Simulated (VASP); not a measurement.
Consider the following.

```
KMgF3
1.0
    3.92385     0.00000     0.00000
    0.00000     3.92385     0.00000
    0.00000     0.00000     3.92385
K Mg F
1 1 3
Direct
  0.00000   0.00000   0.00000
  0.50000   0.50000   0.50000
  0.50000   0.00000   0.50000
  0.00000   0.50000   0.50000
  0.50000   0.50000   0.00000
```

All values below come from PBE GGA with D3 dispersion (Becke-Johnson damping), VASP's PBE PAW potentials (set 64) (plane waves; VASP 6.6.1). Settings: 520 eV cut-off, 6×6×6 Γ-centred mesh, Gaussian smearing of 0.050 eV, potentials K_sv Mg F.

Q: Estimate the energy per atom (σ→0), pressure, band gap (on the k-mesh) with the smallest direct gap where there is one.

A: 
| Item | Value |
|---|---|
| band gap (on the k-mesh) | 7.67 eV |
| smallest direct gap (on the k-mesh) | 7.99 eV |
| energy per atom (σ→0) | -5.036 eV/atom |
| pressure | 5.38 GPa |

Total energies compare only between runs with the same potentials, cut-off and functional.

The compound is KMgF3 in the cubic perovskite structure. This cell is one point of a volume scan, at 0.94 of the reference volume.
